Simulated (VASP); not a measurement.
Data:

```xyz
4
Lattice="2.4837 0.0000 0.0000 -1.2418 2.1509 0.0000 0.0000 0.0000 4.0046" Properties=species:S:1:pos:R:3 pbc="T T T"
B      0.0000     0.0000     0.0000
B      0.0000     0.0000     2.0023
N      0.0000     1.4339     1.0012
N      1.2418     0.7170     3.0035
```

The numbers are results of PBEsol GGA, VASP's PBE PAW potentials (set 64) (plane waves; VASP), not measurements. Run with 520 eV cut-off, Gaussian smearing of 0.050 eV, potentials B N.

Q: Give the energies of bands 3 to 11 at the high-symmetry points, in eV from the valence-band maximum.

A: 
```tsv
band	Γ	M	K	A	L	H
3	-12.37	-10.23	-11.87	-6.16	-12.32	-10.65
4	-1.44	-9.98	-8.88	-6.16	-12.32	-10.65
5	-1.44	-8.45	-6.38	-0.95	-3.94	-10.16
6	-0.68	-5.75	-6.38	-0.95	-3.94	-10.16
7	-0.68	-4.43	-6.29	-0.95	-3.33	-0.88
8	-0.27	-0.61	-6.29	-0.95	-3.33	-0.88
9	5.93	5.35	1.57	7.22	4.73	6.16
10	8.36	5.58	10.73	7.22	4.73	6.16
11	8.37	5.95	10.73	7.79	7.52	6.18
```

The gap is indirect, 1.57 eV, from the valence maximum at Γ-M at 0.33 to the conduction minimum at K.

The structure was generated: BN was put into the NiAs type type (P6_3/mmc), which need not be its known phase. It was relaxed first, which changed the volume by +18 %.
